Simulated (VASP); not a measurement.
Consider the following.

```
CELL_PARAMETERS angstrom
      4.09810     0.00000     0.00000
      0.00000     4.09810     0.00000
      0.00000     0.00000     4.09810
ATOMIC_POSITIONS crystal
  Ba 0.00000 0.00000 0.00000
  Ti 0.50000 0.50000 0.50000
  O  0.50000 0.00000 0.50000
  O  0.00000 0.50000 0.50000
  O  0.50000 0.50000 0.00000
```

These are vdW-DF2, VASP's PBE PAW potentials (set 64) (plane waves; VASP) values and carry that method's errors. Run with 520 eV cut-off, 6×6×6 Γ-centred mesh, Gaussian smearing of 0.050 eV, potentials Ba_sv Ti_sv O.

Question: The job: BaTiO3 (cubic perovskite), 5 atoms, vdW-DF2, static run, 520 eV, 6×6×6 Γ-centred mesh. Roughly how much core time does it take on a busy server core?

Answer: About 50 core-seconds (one run on a shared machine, a rough figure). It had 20 irreducible k-points, 24 bands, up to 1870 plane waves and 18 electronic steps.

The compound is BaTiO3 in the cubic perovskite structure, the ideal cubic form; the compound distorts at low or room temperature. It was relaxed first, which changed the volume by +8 %.
